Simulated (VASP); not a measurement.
Set up this calculation in VASP 6.6.1, as the native input.

```
Task                   : single point
Functional             : r2SCAN
Potentials or basis    : VASP PAW PBE potentials, release 64 (H, N, Mg)
Cutoff                 : 520 eV
k mesh                 : 6 × 6 × 6
Occupations            : fermi-dirac, width 0.1 eV
Spin                   : no spin polarisation
Dipole correction      : no
Further INCAR settings : LREAL = Auto; ALGO = Normal; EDIFF = 1e-06; NBANDS = 28
```

MgH3N:

```xyz
15
Lattice="2.5452 4.4084 0.0000 -2.5452 4.4084 0.0000 -2.5452 1.4695 6.0719" Properties=species:S:1:pos:R:3 pbc="T T T"
H     0.0000    4.1557    4.1216
H    -1.0537    2.3306    4.1216
H    -1.4915    6.7390    4.1216
H    -1.4915    7.9557    1.9503
H    -2.5452    6.1306    1.9503
H    -1.0537    3.5473    1.9503
H     0.0000    4.4084    0.0000
H    -1.2726    2.2042    0.0000
H     1.2726    2.2042    0.0000
N     0.0000    0.0000    0.0000
N    -2.5452    4.4084    3.8454
N     0.0000    5.8779    2.2266
Mg    0.0000    2.9389    3.0360
Mg    0.0000    2.9389    0.7772
Mg   -2.5452    7.3474    5.2947
```

The cell was built by a generator and needn't be a form met in nature.

One way to write it, as run:

POSCAR

```
MgH3N
1.0
    2.5452020000      4.4084170000      0.0000000000
   -2.5452020000      4.4084170000      0.0000000000
   -2.5452020000      1.4694700000      6.0719260000
H N Mg
9 3 3
Direct
    0.6976000000      0.0188000000      0.6788000000
    0.2836000000      0.0188000000      0.6788000000
    0.6976000000      0.6048000000      0.6788000000
    0.7164000000      0.9812000000      0.3212000000
    0.3024000000      0.9812000000      0.3212000000
    0.3024000000      0.3952000000      0.3212000000
    0.5000000000      0.5000000000      0.0000000000
    0.0000000000      0.5000000000      0.0000000000
    0.5000000000      0.0000000000      0.0000000000
    0.0000000000      0.0000000000      0.0000000000
    0.2111000000      0.5778000000      0.6333000000
    0.7889000000      0.4222000000      0.3667000000
    0.5000000000      0.0000000000      0.5000000000
    0.3760000000      0.2480000000      0.1280000000
    0.6240000000      0.7520000000      0.8720000000
```

INCAR.step1

```
SYSTEM = MgH3N
PREC = Accurate
ENCUT = 520
ISMEAR = -1
SIGMA = 0.1
LREAL = Auto
LASPH = .True.
NELM = 100
NBANDS = 28
GGA = PE
ALGO = Normal
EDIFF = 1E-4
LWAVE = .True.
LCHARG = .False.
```

INCAR.step2

```
SYSTEM = MgH3N
PREC = Accurate
ENCUT = 520
EDIFF = 1E-6
ISMEAR = -1
SIGMA = 0.1
LREAL = Auto
LASPH = .True.
NELM = 100
ALGO = Normal
ISIF = 2
LWAVE = .False.
LCHARG = .True.
METAGGA = R2SCAN
LMIXTAU = .True.
LELF = .True.
LVHAR = .True.
NBANDS = 28
ISTART = 1
```

KPOINTS

```
regular mesh
0
Gamma
  6 6 6
  0 0 0
```

Potentials or basis: VASP PAW PBE potentials, release 64 (H, N, Mg).

Command:

```sh
$ cat potpaw_PBE.64/H/POTCAR potpaw_PBE.64/N/POTCAR potpaw_PBE.64/Mg/POTCAR > POTCAR
$ cp INCAR.step1 INCAR
$ mpirun -np 1 vasp_std > vasp.out
$ cp INCAR.step2 INCAR
$ mpirun -np 1 vasp_std > vasp.out
```

It gave:

```json
{"Pressure": "13.5 GPa", "Largest force": "4.208 eV/Å", "Band gap on the k mesh": "none (metal or under the smearing width)"}
```

Caveat: the PAW data sets were made with another functional, which shifts forces and pressure a little.

It took 9.2 min on 1 thread of Intel(R) Xeon(R) Platinum 8488C (Sapphire Rapids), with other jobs on the host, peak memory 0.34 GiB.
